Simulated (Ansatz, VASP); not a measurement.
AgSn2SeI3: VASP beside Ansatz

```xyz
7
Lattice="4.0855 0.0000 0.0000 0.0000 5.1773 6.1208 0.0000 -5.1773 6.1208" Properties=species:S:1:pos:R:3 pbc="T T T"
Ag    0.0000    0.0000   12.2504
Sn    2.0427   -2.0618    8.7704
Sn    2.0427    2.0618    8.7704
Se    0.0000    0.0000    9.6896
I     0.0000    0.0000    2.7561
I     0.0000   -1.9756    6.4250
I     0.0000    1.9756    6.4250
```

Change from the starting cell: species swapped into the K2PdBr3Cl type (Amm2, No. 38).

Alike in both runs: functional PBE; k mesh 3 × 2 × 2; occupations gaussian, width 0.15 eV; no spin polarisation.

Ansatz relaxed the structure, and its values are those at the end. VASP's run is a single point on that final structure, the one shown.

|  | VASP | Ansatz |
| --- | --- | --- |
| version | VASP 6.6.1 | Ansatz 0.2.0 |
| potentials or method | VASP PAW PBE potentials, release 64 (Ag, Sn_d, Se, I) | scalar-relativistic, plane waves, PAW |
| plane-wave cutoff (eV) | 520 | 420 |
| valence electrons in the cell | 66 | 114 |

```csv
,VASP,Ansatz,Ansatz less VASP
gap on the k mesh at the Fermi level (eV),1.04,1.04,-0.002
least direct gap on the mesh (eV),1.24,1.24,+0.001
pressure (GPa),0.0,0.0,+0.01
rms of the force components (eV/Å),0.005,0.006,+0.0018
```

The two sets of potentials don't hold the same shells in valence.

Caveats: the k mesh is coarse (spacing up to 0.51 Å⁻¹), so the values aren't converged; spin-orbit coupling is left out, which moves the levels of the heavy elements; an odd mesh through Γ misses points on the zone boundary, where band edges often lie.
